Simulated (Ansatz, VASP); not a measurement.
## TaGe3 in VASP and in Ansatz

```
Ta Ge
1.0
     3.55891    0.00000    0.00000
     0.00000    3.55891    0.00000
     0.00000    0.00000    5.43461
Ta Ge
1 3
Cartesian
  0.0000 0.0000 0.0000
  1.7795 1.7795 1.3429
  1.7795 1.7795 4.0917
  0.0000 0.0000 2.7173
```

Change from the starting cell: species swapped into the HgPb3 type (P4/mmm, No. 123).

Alike in both runs: functional PBE; k mesh 6 × 6 × 4; occupations gaussian, width 0.1 eV; no spin polarisation.

Ansatz relaxed the structure, and its values are those at the end. VASP's run is a single point on that final structure, the one shown.

```csv
,VASP,Ansatz
version,VASP 6.6.1,Ansatz 0.2.0
potentials or method,"VASP PAW PBE potentials, release 64 (Ta_pv, Ge_d)","scalar-relativistic, plane waves, PAW"
plane-wave cutoff (eV),520,420
valence electrons in the cell,53,55
```

VASP gave:

- gap on the k mesh at the Fermi level (eV): none
- pressure (GPa): 0.2

Problem. What did Ansatz give for the same quantities?

Solution. gap on the k mesh at the Fermi level (eV): none; pressure (GPa): 0.1.

A gap of «none» marks a metal or a gap that the smearing closes. The two sets of potentials don't hold the same shells in valence.

The runs have no spin-orbit coupling, so splittings on Ta are missing.
